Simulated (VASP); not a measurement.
# CsLiCr2Te2S3 (R32) in VASP: relaxation of cell and atoms with PBE

Aim: the relaxation of cell and atoms of CsLiCr2Te2S3 with PBE.

All numbers are computed with VASP 6.6.1; they aren't measurements. Logs are shortened: lines on timing, memory, paths and dates and some standing lists are left out, and cuts for length are marked.

## 1. The crystal as given

The structure is trigonal, space group R32 (No. 155). The conventional cell has a = 6.639 Å, b = 6.639 Å, c = 20.639 Å, α = 90.00°, β = 90.00°, γ = 120.00°. Cs (site symmetry 32) has 6 Te at 3.84 Å and 6 S at 4.04 Å and 2 Cr at 4.16 Å as nearest neighbours. Li (site symmetry 32) is surrounded by 3 S at 2.41 Å. Around Cr (site symmetry 3) lie 3 S at 2.24 Å and 1 Te at 2.45 Å. Te (site symmetry 3) has 1 Cr at 2.45 Å as nearest neighbours. S (site symmetry 2) is surrounded by 2 Cr at 2.24 Å and 1 Li at 2.41 Å.

The cell was built by a generator and needn't be a form met in nature.

## 2. Relaxation of cell and atoms, PBE, collinear spin, ferromagnetic start

Input file INCAR:

```
PREC = Accurate
ENCUT = 600
EDIFF = 1E-7
ISMEAR = -1
SIGMA = 0.05
LREAL = F
LASPH = T
NELM = 120
ALGO = Normal
ISIF = 3
LWAVE = F
LCHARG = F
ISPIN = 2
MAGMOM = 0 0 3 3 0 0 0 0 0
LORBIT = 11
LMAXMIX = 4
GGA = PE
IBRION = 2
NSW = 40
EDIFFG = -0.02
KPAR = 4
```

Input file KPOINTS:

```
Automatic mesh
0
Gamma
  5 5 5
```

Input file POSCAR:

```
CsLiCr2Te2S3
1.0
    3.3192900000      1.9163900000      6.8798200000
   -3.3192900000      1.9163900000      6.8798200000
    0.0000000000     -3.8327900000      6.8798200000
Cs Li Cr Te S
1 1 2 2 3
Direct
    0.0000000000      0.0000000000      0.0000000000
    0.5000000000      0.5000000000      0.5000000000
    0.7984800000      0.7984800000      0.7984800000
    0.2015200000      0.2015200000      0.2015200000
    0.6799000000      0.6799000000      0.6799000000
    0.3201000000      0.3201000000      0.3201000000
    0.1362600000      0.8637400000      0.5000000000
    0.5000000000      0.1362600000      0.8637400000
    0.8637400000      0.5000000000      0.1362600000
```

Potentials or basis: VASP PAW PBE potentials, release 64 (Cs_sv, Li_sv, Cr_pv, Te, S).

Started as:

```console
cat potpaw_PBE.64/Cs_sv/POTCAR potpaw_PBE.64/Li_sv/POTCAR potpaw_PBE.64/Cr_pv/POTCAR potpaw_PBE.64/Te/POTCAR potpaw_PBE.64/S/POTCAR > POTCAR
mpirun -np 4 vasp_std > vasp.out
```

OUTCAR:

```text
PREC = Accurate
   ENCUT = 600
   EDIFF = 1E-7
   ISMEAR = -1
   LREAL = F
   LASPH = T
   NELM = 120
   ISIF = 3
   ISPIN = 2
   LORBIT = 11
   GGA = PE
   IBRION = 2
   NSW = 40
   EDIFFG = -0.02

 ion  position               nearest neighbor table
   1  0.000  0.000  0.000-
   2  0.500  0.500  0.500-   7 2.41   8 2.41   9 2.41
   3  0.798  0.798  0.798-   7 2.24   8 2.24   9 2.24   5 2.45
   4  0.202  0.202  0.202-   7 2.24   9 2.24   8 2.24   6 2.45
   5  0.680  0.680  0.680-   3 2.45
   6  0.320  0.320  0.320-   4 2.45
   7  0.136  0.864  0.500-   3 2.24   4 2.24   2 2.41
   8  0.500  0.136  0.864-   3 2.24   4 2.24   2 2.41
   9  0.864  0.500  0.136-   4 2.24   3 2.24   2 2.41

  LATTYP: Found a trigonal (rhomboedric) cell.
 ALAT       =     7.8754149077
 COS(alpha) =     0.6447177554

  Lattice vectors:

 A1 = (   3.3192900000,   1.9163900000,   6.8798200000)
 A2 = (  -3.3192900000,   1.9163900000,   6.8798200000)
 A3 = (   0.0000000000,  -3.8327900000,   6.8798200000)

Analysis of symmetry for initial positions (statically):
=====================================================================
 Subroutine PRICEL returns:
 Original cell was already a primitive cell.

 Routine SETGRP: Setting up the symmetry group for a
 trigonal (rhombohedral) supercell.

 Subroutine GETGRP returns: Found  6 space group operations
 (whereof  6 operations were pure point group operations)
 out of a pool of 12 trial point group operations.

The static configuration has the point symmetry D_3 .

Analysis of symmetry for dynamics (positions and initial velocities):
=====================================================================
 Subroutine PRICEL returns:
 Original cell was already a primitive cell.

 Routine SETGRP: Setting up the symmetry group for a
 trigonal (rhombohedral) supercell.

 Subroutine GETGRP returns: Found  6 space group operations
 (whereof  6 operations were pure point group operations)
 out of a pool of 12 trial point group operations.

The dynamic configuration has the point symmetry D_3 .

Analysis of structural, dynamic, and magnetic symmetry:
=====================================================================
 Subroutine PRICEL returns:
 Original cell was already a primitive cell.

 Routine SETGRP: Setting up the symmetry group for a
 trigonal (rhombohedral) supercell.

 Subroutine GETGRP returns: Found  6 space group operations
 (whereof  6 operations were pure point group operations)
 out of a pool of 12 trial point group operations.

The overall configuration has the point symmetry D_3 .

 Subroutine INISYM returns: Found  6 space group operations
 (whereof  6 operations are pure point group operations),
 and found     1 'primitive' translations

----------------------------------------------------------------------------------------

                                     Primitive cell

  volume of cell :     262.5779

  direct lattice vectors                    reciprocal lattice vectors
     3.319290000  1.916390000  6.879820000     0.150634624  0.086968924  0.048450922
    -3.319290000  1.916390000  6.879820000    -0.150634624  0.086968924  0.048450922
     0.000000000 -3.832790000  6.879820000     0.000000000 -0.173937849  0.048450796

  length of vectors
     7.875414908  7.875414908  7.875417603     0.180559894  0.180559894  0.180559837

  position of ions in fractional coordinates (direct lattice)
     0.000000000  0.000000000  0.000000000
     0.500000000  0.500000000  0.500000000
     0.798480000  0.798480000  0.798480000
     0.201520000  0.201520000  0.201520000
     0.679900000  0.679900000  0.679900000
     0.320100000  0.320100000  0.320100000
     0.136260000  0.863740000  0.500000000
     0.500000000  0.136260000  0.863740000
     0.863740000  0.500000000  0.136260000

  ion indices of the primitive-cell ions
   primitive index   ion index
                 1           1
                 2           2
                 3           3
                 4           4
                 5           5
[... 56 lines left out ...]
   dimension x,y,z NGXF=   128 NGYF=  128 NGZF=  128
   ions per type =               1   1   2   2   3
   NGX,Y,Z   is equivalent  to a cutoff of  13.51, 13.51, 13.51 a.u.
   NGXF,Y,Z  is equivalent  to a cutoff of  27.02, 27.02, 27.02 a.u.
 SYSTEM =  unknown system
   PREC   = accura    normal or accurate (medium, high low for compatibility)
   ISTART =      0    job   : 0-new  1-cont  2-samecut
   ICHARG =      2    charge: 1-file 2-atom 10-const
   ISPIN  =      2    spin polarized calculation?
   LNONCOLLINEAR =      F non collinear calculations
   LSORBIT =      F    spin-orbit coupling
   LASPH  =      T    aspherical Exc in radial PAW
   ENCUT  =  600.0 eV  44.10 Ry    6.64 a.u.  15.73 15.73 15.73*2*pi/ulx,y,z
   NELM   =    120;   NELMIN=  2; NELMDL= -5     # of ELM steps
   EDIFF  = 0.1E-06   stopping-criterion for ELM
   LREAL  =      F    real-space projection
   EDIFFG = -.2E-01   stopping-criterion for IOM
   NSW    =     40    number of steps for IOM
   IBRION =      2    ionic relax: 0-MD 1-quasi-New 2-CG
   NFREE  =      1    steps in history (QN), initial steepest desc. (CG)
   ISIF   =      3    stress and relaxation
   ISYM   =      2    0-nonsym 1-usesym 2-fastsym
   POTIM  = 0.5000    time-step for ionic-motion
   TEBEG  =    0.0;   TEEND  =   0.0 temperature during run
   PSTRESS=    0.0 pullay stress
   NELECT =      66.0000    total number of electrons
   NUPDOWN=      -1.0000    fix difference up-down
   EMIN   =  10.00;   EMAX   =-10.00  energy-range for DOS
   EFERMI =   0.00;   METHOD = LEGACY
   ISMEAR =    -1;   SIGMA  =   0.05  broadening in eV -4-tet -1-fermi 0-gaus
   EFERMI_NEDOS =   21; number of points for ismear=-14 and -15
   IALGO  =     38    algorithm
   IMIX   =      4    mixing-type and parameters
     AMIX     =   0.40;   BMIX     =  1.00
     AMIX_MAG =   1.60;   BMIX_MAG =  1.00
  volume/ion in A,a.u.               =      29.18       196.88
  Fermi-wavevector in a.u.,A,eV,Ry     =   1.033166  1.952401 14.523292  1.067432
  Thomas-Fermi vector in A             =   2.167399
   LORBIT       =     11    0 simple, 1 ext, 2 COOP (PROOUT), +10 PAW based schemes
   GGA     = PE    functional components
   LHFCALC =     F    Hartree Fock is set to
   AEXX    =    0.0000 exact exchange contribution
   IVDW    =     0    specifies the selected vdW correction
   LEPSILON=     F    determine dielectric tensor
   LRPA    =     F    only Hartree local field effects (RPA)
 conjugate gradient relaxation of ions
 spin polarized calculation
  energy-cutoff  :      600.00
  volume of cell :      262.58
 maximum number of plane-waves:      8784
   NGX = 31   NGY = 31   NGZ = 31

 number of electron      66.0000008 magnetization       4.0018281

 Free energy of the ion-electron system (eV)
  ---------------------------------------------------
  ext. energy  EPLUGINS =         0.00000000
  ---------------------------------------------------
  free energy    TOTEN  =       -45.68365924 eV

  energy without entropy =      -45.66378626  energy(sigma->0) =      -45.67372275

 E-fermi :   2.9157     XC(G=0):  -8.3940

 val. band max:        2.8765086306   @ k =   0.2000   0.2000   0.2000
 cond. band min:       2.9177867284   @ k =  -0.2000   0.2000   0.0000
 fundamental gap:      0.0412780978
 Fermi energy:         2.9157401342

 spin component 1

 k-point     1 :       0.0000    0.0000    0.0000
  band No.  band energies     occupation
      1     -43.1361      1.00000
      2     -41.4223      1.00000
      3     -41.4223      1.00000
      4     -41.4196      1.00000
      5     -41.4196      1.00000
      6     -41.3222      1.00000
[... 844 lines left out ...]
     41       4.3609      0.00000
     42       7.6532      0.00000
 Fermi energy:         2.9157401342

 spin component 2

 k-point     1 :       0.0000    0.0000    0.0000
  band No.  band energies     occupation
      1     -43.1266      1.00000
      2     -39.2001      1.00000
      3     -39.1994      1.00000
      4     -38.9621      1.00000
      5     -38.9621      1.00000
      6     -38.9586      1.00000
[... 844 lines left out ...]
     41       5.6510      0.00000
     42       7.8116      0.00000

------------------------ aborting loop because EDIFF is reached ----------------------------------------

  FORCE on cell =-STRESS in cart. coord.  units (eV):
  Direction    XX          YY          ZZ          XY          YZ          ZX
  --------------------------------------------------------------------------------------
  -------------------------------------------------------------------------------------
  Total        0.0053089      0.0053089     -0.1341408     -0.0000000      0.0000001      0.0000000
  in kB        0.0323935      0.0323935     -0.8184899     -0.0000000      0.0000004      0.0000000
  external PRESSURE =      -0.2512343 kB  Pullay stress =       0.0000000 kB

 VOLUME and BASIS-vectors are now :
 -----------------------------------------------------------------------------
  energy-cutoff  :      600.00
  volume of cell :      262.58
      direct lattice vectors                 reciprocal lattice vectors
     3.319290000  1.916390000  6.879820000     0.150634624  0.086968924  0.048450922
    -3.319290000  1.916390000  6.879820000    -0.150634624  0.086968924  0.048450922
     0.000000000 -3.832790000  6.879820000     0.000000000 -0.173937849  0.048450796

 POSITION                                       TOTAL-FORCE (eV/Angst)
 -----------------------------------------------------------------------------------
      0.00000      0.00000      0.00000         0.000000     -0.000000      0.000000
      0.00000     -0.00001     10.31973         0.000000      0.000000      0.000000
      0.00000     -0.00001     16.48020         0.000000      0.000000     -0.013422
      0.00000     -0.00000      4.15926         0.000000     -0.000000      0.013422
      0.00000     -0.00001     14.03277         0.000000     -0.000000      0.011542
      0.00000     -0.00000      6.60669         0.000000      0.000000     -0.011542
     -2.41472     -0.00001     10.31973        -0.002379     -0.000000      0.000000
      1.20736     -2.09121     10.31973         0.001190     -0.002060      0.000000
      1.20736      2.09120     10.31973         0.001190      0.002060      0.000000
 -----------------------------------------------------------------------------------
    total drift:                                0.000018      0.000000     -0.000000

  FREE ENERGIE OF THE ION-ELECTRON SYSTEM (eV)
  ---------------------------------------------------
  free  energy   TOTEN  =       -45.6836592408 eV

  energy  without entropy=      -45.6637862625  energy(sigma->0) =      -45.67372275

 reached required accuracy - stopping structural energy minimisation

 total charge

# of ion       s       p       d       tot
------------------------------------------
    1        1.834   4.698   0.037   6.569
    2        2.016   0.044   0.000   2.059
    3        0.342   6.287   4.157  10.786
    4        0.342   6.287   4.157  10.786
    5        1.385   1.988   0.020   3.393
    6        1.385   1.988   0.020   3.393
    7        1.330   2.415   0.000   3.746
    8        1.330   2.415   0.000   3.746
    9        1.330   2.415   0.000   3.746
--------------------------------------------------
tot         11.294  28.539   8.390  48.223

 magnetization (x)

# of ion       s       p       d       tot
------------------------------------------
    1       -0.000  -0.006  -0.002  -0.008
    2        0.002   0.002   0.000   0.004
    3        0.032   0.027   2.263   2.322
    4        0.032   0.027   2.263   2.322
    5       -0.006  -0.227   0.003  -0.229
    6       -0.006  -0.227   0.003  -0.229
    7       -0.004  -0.080   0.000  -0.084
    8       -0.004  -0.080   0.000  -0.084
    9       -0.004  -0.080   0.000  -0.084
--------------------------------------------------
tot          0.041  -0.643   4.530   3.928
```

Wall time 7.4 min (4 MPI ranks of Intel Xeon Platinum 8259CL at 2.50GHz (Skylake/Cascade Lake), shared host); peak memory 1.1 GiB.

Results:

```
Free energy                                           : -45.6837 eV
Pressure after relaxing                               : 0.0 GPa
Largest force after relaxing                          : 0.013 eV/Å
Band gap on the k mesh                                : none (metal or under the smearing width)
Net moment                                            : 4.00 μB per cell
Site moments                                          : Cs -0.01; Li +0.00; Cr +2.32; Te -0.23; S -0.08 μB
Valence electrons inside the program's atomic spheres : Cs 6.57; Li 2.06; Cr 10.79; Te 3.39; S 3.75
```

Forces in eV/Å, atoms in the order of the input:
```
Cs   0.000  0.000  0.000
Li   0.000  0.000  0.000
Cr   0.000  0.000 -0.013
Cr   0.000  0.000  0.013
Te   0.000  0.000  0.012
Te   0.000  0.000 -0.012
S   -0.002  0.000  0.000
S    0.001 -0.002  0.000
S    0.001  0.002  0.000
```

Final structure:
```cif
data_structure
_symmetry_space_group_name_H-M 'P 1'
_symmetry_Int_Tables_number 1
_cell_length_a 7.8754
_cell_length_b 7.8754
_cell_length_c 7.8754
_cell_angle_alpha 49.855
_cell_angle_beta 49.855
_cell_angle_gamma 49.855
_cell_volume 262.58
loop_
_atom_site_label
_atom_site_type_symbol
_atom_site_fract_x
_atom_site_fract_y
_atom_site_fract_z
_atom_site_occupancy
Cs1 Cs 0.00000 0.00000 0.00000 1
Li1 Li 0.50000 0.50000 0.50000 1
Cr1 Cr 0.79848 0.79848 0.79848 1
Cr2 Cr 0.20152 0.20152 0.20152 1
Te1 Te 0.67990 0.67990 0.67990 1
Te2 Te 0.32010 0.32010 0.32010 1
S1 S 0.13626 0.86374 0.50000 1
S2 S 0.50000 0.13626 0.86374 1
S3 S 0.86374 0.50000 0.13626 1
```

Caveat: the cutoff is under 1.25 times the usual one of these potentials, so pressure, stress and relaxed cells hold a basis-set (Pulay) error; the relaxation stopped at its first step, so nothing moved; only a ferromagnetic start was run, and an antiferromagnetic order may lie lower in energy.
